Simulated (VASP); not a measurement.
Data:

```
CELL_PARAMETERS angstrom
      0.00000     3.11003     3.11003
      3.11003     0.00000     3.11003
      3.11003     3.11003     0.00000
ATOMIC_POSITIONS crystal
  Ba 0.00000 0.00000 0.00000
  F  0.25000 0.25000 0.25000
  F  0.75000 0.75000 0.75000
```

Level of theory: optB86b-vdW, VASP's PBE PAW potentials (set 64) (plane waves; VASP 6.6.1). Run with 520 eV cut-off, 6×6×6 Γ-centred mesh, Gaussian smearing of 0.050 eV, potentials Ba_sv F.

What does the run give for the energy per atom (σ→0)?

| Property | Value |
|---|---|
| energy per atom (σ→0) | -3.795 eV/atom |

The absolute energy has meaning only against runs of the same code, potentials and settings.

The compound is BaF2 in the fluorite structure. It was relaxed first. The start is the result of an earlier pass.
